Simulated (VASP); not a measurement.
# TiSe under strain, part 2 of 2

Aim: follow the pressure of TiSe through compression, expansion and shear. All runs use PBEsol. Left out of this account: 1 further run (self-consistent run: a reference on another mesh). The start is a cell from a database of measured crystal structures.

VASP 6.6.1; PBEsol, no spin polarisation; plane waves and PAW (Ti_sv, Se).

Still holding for the runs below: This run has no spin polarisation, although Ti can carry a moment. Spin-orbit coupling is off here; it would split degenerate levels.

So far, pressure (GPa): step 2 (bands, cell as listed) -0.621; step 3 (cell volume +4.0 %) -4.96; step 4 (cell volume +8.0 %) -8.44; step 5 (bands, sheared, principal strains -2.5, +0.9, +1.6 %) -0.688.

**6. Bands, volume times 0.96**

The cell is compressed evenly, with fractional positions held.

Input file INCAR:

```
SYSTEM = TiSe
PREC = Accurate
ENCUT = 400
EDIFF = 1E-06
NELM = 100
ISMEAR = -1
SIGMA = 0.05
LREAL = .FALSE.
ALGO = Normal
GGA = PS
NBANDS = 32
LASPH = .TRUE.
LORBIT = 11
LWAVE = .FALSE.
LCHARG = .FALSE.
KPAR = 4
```

Input file POSCAR:

```
TiSe
1.0
    3.5108995090      0.0000000000      0.0000000000
   -1.7554497545      3.0405281650      0.0000000000
    0.0000000000      0.0000000000      6.1359356409
Ti Se
2 2
Direct
    0.0000000000      0.0000000000      0.0000000000
    0.0000000000      0.0000000000      0.5000000000
    0.3333333333      0.6666666667      0.2500000000
    0.6666666667      0.3333333333      0.7500000000
```

Input file KPOINTS:

```
Automatic mesh
0
Gamma
10 10 5
0 0 0
```

Input file KPOINTS_OPT:

```
Line mode
16
Line-mode
Reciprocal
  0.00000000   0.00000000   0.00000000 GAMMA
  0.50000000   0.00000000   0.00000000 M

  0.50000000   0.00000000   0.00000000 M
  0.33333333   0.33333333   0.00000000 K

  0.33333333   0.33333333   0.00000000 K
  0.00000000   0.00000000   0.00000000 GAMMA

  0.00000000   0.00000000   0.00000000 GAMMA
  0.00000000   0.00000000   0.50000000 A

  0.00000000   0.00000000   0.50000000 A
  0.50000000   0.00000000   0.50000000 L

  0.50000000   0.00000000   0.50000000 L
  0.33333333   0.33333333   0.50000000 H

  0.33333333   0.33333333   0.50000000 H
  0.00000000   0.00000000   0.50000000 A

  0.50000000   0.00000000   0.50000000 L
  0.50000000   0.00000000   0.00000000 M

  0.33333333   0.33333333   0.00000000 K
  0.33333333   0.33333333   0.50000000 H
```

The projector-augmented-wave data sets are Ti_sv and Se (PBE family, release 64).

Command:

```bash
$ mpirun -np 4 vasp_std
```

It took 22 s on 4 MPI ranks of Intel Xeon 6975P-C (Granite Rapids), shared host; peak memory 0.86 GiB; 78 s of CPU time.

Numbers from this step:

```yaml
scf_cycles: 13
irreducible_k_points: 42
symmetry_operations: 24
free_energy_toten: -28.90 eV
energy_at_zero_smearing: -28.88 eV
fermi_energy: 9.159 eV
pressure: 4.789 GPa
```

Electronic bands along the path, in eV, zero at the Fermi level; # counts the bands kept:

| point | #5 | #6 | #7 | #8 | #9 | #10 | #11 | #12 |
| --- | --- | --- | --- | --- | --- | --- | --- | --- |
| Γ | -2.01 | -1.57 | -1.57 | -0.49 | -0.49 | -0.45 | -0.45 | 1.27 |
| 0.53 of the way | -4.01 | -3.06 | -1.81 | 0.20 | 0.27 | 0.49 | 1.06 | 1.19 |
| M | -4.58 | -3.38 | -2.16 | -0.30 | 0.74 | 1.18 | 1.40 | 1.53 |
| 0.53 of the way | -5.04 | -4.54 | -0.80 | -0.05 | 0.71 | 0.87 | 1.10 | 1.66 |
| K | -5.05 | -4.55 | 0.17 | 0.38 | 0.38 | 0.56 | 0.56 | 1.58 |
| 0.47 of the way | -4.26 | -3.91 | -1.28 | 0.22 | 0.50 | 0.72 | 1.04 | 1.12 |
| Γ | -2.01 | -1.57 | -1.57 | -0.49 | -0.49 | -0.45 | -0.45 | 1.27 |
| 0.47 of the way | -2.39 | -2.39 | -1.04 | -0.34 | -0.34 | 0.28 | 0.28 | 1.29 |
| A | -3.45 | -3.45 | 0.11 | 0.11 | 0.11 | 0.11 | 0.17 | 0.17 |
| 0.47 of the way | -3.72 | -3.72 | -0.73 | -0.73 | 0.32 | 0.32 | 1.07 | 1.07 |
| L | -4.06 | -4.06 | -1.11 | -1.11 | 1.32 | 1.32 | 1.55 | 1.55 |
| 0.53 of the way | -4.70 | -4.70 | -0.66 | -0.66 | 1.13 | 1.13 | 1.31 | 1.31 |
| H | -4.76 | -4.76 | -0.32 | -0.32 | 0.86 | 0.86 | 1.60 | 1.60 |
| 0.47 of the way | -4.16 | -4.16 | -0.62 | -0.62 | 0.13 | 0.13 | 1.49 | 1.49 |
| A | -3.45 | -3.45 | 0.11 | 0.11 | 0.11 | 0.11 | 0.17 | 0.17 |
| jump to L | -4.06 | -4.06 | -1.11 | -1.11 | 1.32 | 1.32 | 1.55 | 1.55 |
| 0.47 of the way | -4.42 | -3.63 | -1.81 | -0.52 | 1.14 | 1.23 | 1.45 | 1.52 |
| M | -4.58 | -3.38 | -2.16 | -0.30 | 0.74 | 1.18 | 1.40 | 1.53 |
| jump to K | -5.05 | -4.55 | 0.17 | 0.38 | 0.38 | 0.56 | 0.56 | 1.58 |
| 0.53 of the way | -4.89 | -4.89 | -0.11 | -0.11 | 0.39 | 1.09 | 1.09 | 1.36 |
| H | -4.76 | -4.76 | -0.32 | -0.32 | 0.86 | 0.86 | 1.60 | 1.60 |

Of the projections kept (Ti, Se), the largest for each band there; the rest of the weight can lie on other orbitals:

| point | #5 | #6 | #7 | #8 | #9 | #10 | #11 | #12 |
| --- | --- | --- | --- | --- | --- | --- | --- | --- |
| Γ | Ti 0.94 | Se 0.96 | Se 0.96 | Ti 0.94 | Ti 0.94 | Ti 0.94 | Ti 0.94 | Ti 0.99 |
| M | Se 0.59 | Se 0.89 | Ti 0.92 | Ti 0.92 | Ti 0.95 | Ti 0.99 | Ti 0.95 | Ti 1.00 |
| K | Se 0.69 | Se 0.81 | Ti 0.92 | Ti 0.95 | Ti 0.95 | Ti 0.90 | Ti 0.90 | Ti 0.96 |
| Γ | Ti 0.94 | Se 0.96 | Se 0.96 | Ti 0.94 | Ti 0.94 | Ti 0.94 | Ti 0.94 | Ti 0.99 |
| A | Se 0.60 | Se 0.60 | Ti 0.96 | Ti 0.96 | Ti 0.96 | Ti 0.96 | Ti 0.83 | Ti 0.83 |
| L | Se 0.68 | Se 0.68 | Ti 0.90 | Ti 0.90 | Ti 0.99 | Ti 0.99 | Ti 0.96 | Ti 0.96 |

 The pressure is 4.79 GPa.

For the pressure, step 2 gave -0.621 GPa; this run, with cell volume -4.0 %, gives 4.79 GPa.

**7. Bands, volume times 0.92**

The cell is scaled evenly once more. A prediction first. A parabola through the 4 pressures of evenly scaled cells so far, P = -0.61 -121.6 t +258 t² GPa with t = ln(V/V₁) and V₁ the volume at scale 1, gives 11.32 GPa at t = -0.0834.

INCAR is that of step 6.

Input file POSCAR:

```
TiSe
1.0
    3.4614436325      0.0000000000      0.0000000000
   -1.7307218163      2.9976981196      0.0000000000
    0.0000000000      0.0000000000      6.0495024991
Ti Se
2 2
Direct
    0.0000000000      0.0000000000      0.0000000000
    0.0000000000      0.0000000000      0.5000000000
    0.3333333333      0.6666666667      0.2500000000
    0.6666666667      0.3333333333      0.7500000000
```

KPOINTS is that of step 6.

KPOINTS_OPT is that of step 6.

Command:

```bash
$ mpirun -np 4 vasp_std
```

The job ended after 21 s (4 MPI ranks; peak memory 0.83 GiB; 79 s of CPU time).

This step gave:

```yaml
free_energy_toten: -28.75 eV
energy_at_zero_smearing: -28.74 eV
fermi_energy: 9.658 eV
pressure: 11.52 GPa
```

The electronic bands at the labelled points (eV, zero at the Fermi level; # counts the bands kept):

| point | #5 | #6 | #7 | #8 | #9 | #10 | #11 | #12 |
| --- | --- | --- | --- | --- | --- | --- | --- | --- |
| Γ | -2.13 | -1.50 | -1.50 | -0.53 | -0.53 | -0.48 | -0.48 | 1.35 |
| 0.47 of the way | -3.86 | -2.95 | -1.89 | 0.14 | 0.27 | 0.39 | 1.03 | 1.27 |
| M | -4.71 | -3.38 | -2.30 | -0.32 | 0.79 | 1.26 | 1.51 | 1.64 |
| 0.53 of the way | -5.13 | -4.61 | -0.83 | -0.06 | 0.75 | 0.94 | 1.19 | 1.78 |
| K | -5.17 | -4.58 | 0.19 | 0.39 | 0.39 | 0.62 | 0.62 | 1.69 |
| 0.47 of the way | -4.36 | -3.98 | -1.35 | 0.23 | 0.53 | 0.80 | 1.10 | 1.21 |
| Γ | -2.13 | -1.50 | -1.50 | -0.53 | -0.53 | -0.48 | -0.48 | 1.35 |
| 0.47 of the way | -2.40 | -2.40 | -1.06 | -0.37 | -0.37 | 0.32 | 0.32 | 1.38 |
| A | -3.52 | -3.52 | 0.11 | 0.11 | 0.11 | 0.11 | 0.21 | 0.21 |
| 0.47 of the way | -3.79 | -3.79 | -0.79 | -0.79 | 0.33 | 0.33 | 1.17 | 1.17 |
| L | -4.14 | -4.14 | -1.18 | -1.18 | 1.41 | 1.41 | 1.67 | 1.67 |
| 0.47 of the way | -4.79 | -4.79 | -0.79 | -0.79 | 1.26 | 1.26 | 1.42 | 1.42 |
| H | -4.88 | -4.88 | -0.36 | -0.36 | 0.91 | 0.91 | 1.74 | 1.74 |
| 0.47 of the way | -4.22 | -4.22 | -0.67 | -0.67 | 0.14 | 0.14 | 1.61 | 1.61 |
| A | -3.52 | -3.52 | 0.11 | 0.11 | 0.11 | 0.11 | 0.21 | 0.21 |
| jump to L | -4.14 | -4.14 | -1.18 | -1.18 | 1.41 | 1.41 | 1.67 | 1.67 |
| 0.47 of the way | -4.54 | -3.67 | -1.92 | -0.56 | 1.22 | 1.31 | 1.56 | 1.62 |
| M | -4.71 | -3.38 | -2.30 | -0.32 | 0.79 | 1.26 | 1.51 | 1.64 |
| jump to K | -5.17 | -4.58 | 0.19 | 0.39 | 0.39 | 0.62 | 0.62 | 1.69 |
| 0.53 of the way | -5.01 | -5.01 | -0.13 | -0.13 | 0.42 | 1.19 | 1.19 | 1.45 |
| H | -4.88 | -4.88 | -0.36 | -0.36 | 0.91 | 0.91 | 1.74 | 1.74 |

Of the projections kept (Ti, Se), the largest for each band there; the rest of the weight can lie on other orbitals:

| point | #5 | #6 | #7 | #8 | #9 | #10 | #11 | #12 |
| --- | --- | --- | --- | --- | --- | --- | --- | --- |
| Γ | Ti 0.94 | Se 0.95 | Se 0.95 | Ti 0.94 | Ti 0.94 | Ti 0.93 | Ti 0.93 | Ti 0.99 |
| M | Se 0.58 | Se 0.88 | Ti 0.91 | Ti 0.91 | Ti 0.95 | Ti 0.99 | Ti 0.94 | Ti 1.00 |
| K | Se 0.68 | Se 0.80 | Ti 0.92 | Ti 0.95 | Ti 0.95 | Ti 0.89 | Ti 0.89 | Ti 0.95 |
| Γ | Ti 0.94 | Se 0.95 | Se 0.95 | Ti 0.94 | Ti 0.94 | Ti 0.93 | Ti 0.93 | Ti 0.99 |
| A | Se 0.59 | Se 0.59 | Ti 0.95 | Ti 0.95 | Ti 0.95 | Ti 0.95 | Ti 0.82 | Ti 0.82 |
| L | Se 0.67 | Se 0.67 | Ti 0.89 | Ti 0.89 | Ti 0.99 | Ti 0.99 | Ti 0.96 | Ti 0.96 |

 The pressure is 11.52 GPa. The parabola predicted 11.32 GPa, -0.20 GPa off.

**8. Bands, atoms displaced by up to 0.22 Å**

The atoms are moved off their sites at random, as a crude picture of disorder.

INCAR is that of step 7.

Input file POSCAR:

```
TiSe
1.0
    3.5590000000      0.0000000000      0.0000000000
   -1.7795000000      3.0821844121      0.0000000000
    0.0000000000      0.0000000000      6.2200000000
Ti Se
2 2
Direct
   -0.0429310000     -0.0264920000     -0.0163630000
    0.0016470000      0.0066030000      0.4941680000
    0.3305840000      0.6893640000      0.2674750000
    0.7089940000      0.3182190000      0.7695070000
```

KPOINTS is that of step 7.

KPOINTS_OPT is that of step 7.

Command:

```bash
$ mpirun -np 4 vasp_std
```

Run time: 56 s. Hardware: 4 MPI ranks; peak memory 2.3 GiB; 3.6 min of CPU time.

This step gave:

- SCF cycles: 14
- irreducible k-points: 252
- symmetry operations: 1
- free energy (TOTEN): -28.32 eV
- energy at zero smearing: -28.31 eV
- Fermi energy: 8.664 eV
- pressure: 4.025 GPa

Electronic bands along the path, in eV, zero at the Fermi level; # counts the bands kept:

| point | #5 | #6 | #7 | #8 | #9 | #10 | #11 | #12 |
| --- | --- | --- | --- | --- | --- | --- | --- | --- |
| Γ | -2.28 | -2.06 | -1.06 | -0.42 | -0.34 | 0.06 | 0.29 | 1.20 |
| 0.47 of the way | -3.64 | -2.98 | -1.58 | 0.03 | 0.21 | 0.62 | 0.83 | 1.34 |
| M | -4.63 | -3.38 | -1.89 | -0.07 | 0.80 | 1.10 | 1.41 | 1.45 |
| 0.47 of the way | -4.61 | -4.38 | -1.03 | 0.06 | 0.70 | 0.89 | 1.25 | 1.56 |
| K | -4.79 | -4.48 | 0.05 | 0.14 | 0.42 | 0.56 | 0.67 | 1.47 |
| 0.47 of the way | -3.97 | -3.77 | -1.26 | 0.07 | 0.30 | 0.96 | 1.03 | 1.22 |
| Γ | -2.28 | -2.06 | -1.06 | -0.42 | -0.34 | 0.06 | 0.29 | 1.20 |
| 0.53 of the way | -2.78 | -2.56 | -0.73 | -0.28 | -0.19 | 0.37 | 0.61 | 1.23 |
| A | -3.29 | -3.22 | -0.17 | 0.03 | 0.15 | 0.20 | 0.24 | 0.54 |
| 0.47 of the way | -4.03 | -3.51 | -0.67 | -0.47 | 0.28 | 0.38 | 0.91 | 1.12 |
| L | -4.31 | -3.84 | -1.05 | -0.68 | 1.18 | 1.24 | 1.41 | 1.50 |
| 0.47 of the way | -4.48 | -4.36 | -0.79 | -0.44 | 0.90 | 1.06 | 1.27 | 1.39 |
| H | -4.57 | -4.52 | -0.37 | -0.22 | 0.63 | 0.84 | 1.16 | 1.41 |
| 0.47 of the way | -4.04 | -3.95 | -0.67 | -0.56 | 0.07 | 0.42 | 1.32 | 1.41 |
| A | -3.29 | -3.22 | -0.17 | 0.03 | 0.15 | 0.20 | 0.24 | 0.54 |
| jump to L | -4.31 | -3.84 | -1.05 | -0.68 | 1.18 | 1.24 | 1.41 | 1.50 |
| 0.47 of the way | -4.49 | -3.60 | -1.56 | -0.27 | 1.09 | 1.17 | 1.41 | 1.50 |
| M | -4.63 | -3.38 | -1.89 | -0.07 | 0.80 | 1.10 | 1.41 | 1.45 |
| jump to K | -4.79 | -4.48 | 0.05 | 0.14 | 0.42 | 0.56 | 0.67 | 1.47 |
| 0.53 of the way | -4.79 | -4.53 | -0.20 | -0.03 | 0.32 | 0.89 | 1.03 | 1.28 |
| H | -4.57 | -4.52 | -0.37 | -0.22 | 0.63 | 0.84 | 1.16 | 1.41 |

Of the projections kept (Ti, Se), the largest for each band there; the rest of the weight can lie on other orbitals:

| point | #5 | #6 | #7 | #8 | #9 | #10 | #11 | #12 |
| --- | --- | --- | --- | --- | --- | --- | --- | --- |
| Γ | Se 0.71 | Se 0.70 | Ti 0.62 | Ti 0.95 | Ti 0.92 | Ti 0.83 | Ti 0.74 | Ti 0.98 |
| M | Se 0.64 | Se 0.84 | Ti 0.91 | Ti 0.92 | Ti 0.94 | Ti 0.99 | Ti 0.95 | Ti 1.00 |
| K | Se 0.69 | Se 0.81 | Ti 0.91 | Ti 0.93 | Ti 0.94 | Ti 0.91 | Ti 0.93 | Ti 0.96 |
| Γ | Se 0.71 | Se 0.70 | Ti 0.62 | Ti 0.95 | Ti 0.92 | Ti 0.83 | Ti 0.74 | Ti 0.98 |
| A | Se 0.61 | Se 0.61 | Ti 0.90 | Ti 0.93 | Ti 0.91 | Ti 0.95 | Ti 0.94 | Ti 0.87 |
| L | Se 0.66 | Se 0.68 | Ti 0.90 | Ti 0.89 | Ti 0.98 | Ti 0.99 | Ti 0.95 | Ti 0.94 |

Force by atom:

| atom | x (eV/Å) | y (eV/Å) | z (eV/Å) | size |
| --- | --- | --- | --- | --- |
| Ti1 | 2.11 | -0.12 | 2.28 | 3.11 |
| Ti2 | -0.04 | -0.12 | 0.72 | 0.73 |
| Se3 | 0.42 | -0.56 | -1.00 | 1.22 |
| Se4 | -2.49 | 0.80 | -1.99 | 3.29 |

 The pressure is 4.02 GPa, and the symmetry operations fall from 24 to 1.

**9. Side by side**

| cell | mesh | pressure (GPa) | gap (eV) |
| --- | --- | --- | --- |
| cell as listed | 10×10×5 | -0.62 | none |
| volume times 1.04 | 10×10×5 | -4.96 | none |
| volume times 1.08 | 10×10×5 | -8.44 | none |
| sheared, principal strains -2.5, +0.9, +1.6 % | 10×10×5 | -0.69 | none |
| volume times 0.96 | 10×10×5 | 4.79 | none |
| volume times 0.92 | 10×10×5 | 11.52 | none |
| atoms displaced by up to 0.22 Å | 10×10×5 | 4.02 | none |

**10. What came out**

| Item | Value |
| --- | --- |
| pressure, cell as listed | -0.621 GPa |
| pressure, volume times 1.04 | -4.96 GPa |
| pressure, volume times 1.08 | -8.44 GPa |
| pressure, sheared, principal strains -2.5, +0.9, +1.6 % | -0.688 GPa |
| pressure, volume times 0.96 | 4.79 GPa |
| pressure, volume times 0.92 | 11.5 GPa |
| pressure, atoms displaced by up to 0.22 Å | 4.02 GPa |
| bulk modulus at the listed volume, shape and positions held | 122 GPa |

**Reading.** The slope of pressure against ln V at the listed volume gives a bulk modulus of 122 GPa at fixed shape and positions. Spin-orbit coupling is left out; it would split some degenerate bands. Magnetism was not tested.

[Lines on the potential files, build, host, timing and source positions are cut from VASP's logs without a mark.]

[Logs are printed without paths, hosts, clocks, repeated set-up lines and the standing remarks that a program may print on its own settings, such as how far it seeks lower states.]

[Hosts, paths, dates, database ids (printed as entryN), source tags and the programs' standing remarks are cut or masked in the printed files.]

[A measured line is paired with the nearest computed mode of its activity, which favours agreement.]
